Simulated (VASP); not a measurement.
```yaml
crystal:
  lattice:
    - [3.45597, 0.00000, 0.00000]
    - [-1.72799, 2.99296, 0.00000]
    - [0.00000, 0.00000, 4.44843]
  atoms:
    - { symbol: Te, position: [0.00000, 0.00000, 0.00000] }
    - { symbol: O, position: [0.33333, 0.66667, 0.21647] }
    - { symbol: O, position: [0.66667, 0.33333, 0.78353] }
```

Method: r2SCAN meta-GGA, VASP's PBE PAW potentials (set 64) (plane waves; VASP 6.6.1). Settings: 520 eV cut-off, 11×11×8 Γ-centred mesh, tetrahedra with Blöchl corrections, potentials Te O.

**Question.** Give the energies of bands 4 to 12 at the high-symmetry points, in eV from the Fermi level.

**Answer.** 
```json
[
 {"band": "4", "Γ": "-4.51", "M": "-6.95", "K": "-6.58", "A": "-4.54", "L": "-7.48", "H": "-6.95"},
 {"band": "5", "Γ": "-4.51", "M": "-6.60", "K": "-6.58", "A": "-4.54", "L": "-6.45", "H": "-6.95"},
 {"band": "6", "Γ": "-4.08", "M": "-4.10", "K": "-5.51", "A": "-3.98", "L": "-3.69", "H": "-6.07"},
 {"band": "7", "Γ": "-4.08", "M": "-3.13", "K": "-2.95", "A": "-3.98", "L": "-3.40", "H": "-2.38"},
 {"band": "8", "Γ": "-3.36", "M": "-2.79", "K": "-2.95", "A": "-3.85", "L": "-3.17", "H": "-2.38"},
 {"band": "9", "Γ": "-2.32", "M": "-0.72", "K": "-0.07", "A": "-1.88", "L": "-0.51", "H": "0.10"},
 {"band": "10", "Γ": "-0.06", "M": "1.66", "K": "3.71", "A": "-0.14", "L": "1.47", "H": "3.11"},
 {"band": "11", "Γ": "3.69", "M": "5.18", "K": "5.24", "A": "3.53", "L": "5.35", "H": "4.93"},
 {"band": "12", "Γ": "3.69", "M": "5.90", "K": "5.24", "A": "3.53", "L": "5.97", "H": "4.93"}
]
```

It has no gap at this level: it comes out as a metal or semimetal.

The structure was generated: TeO2 was put into the CdI2 type (P-3m1), which need not be its known phase. It was relaxed first, which changed the volume by +10 %.
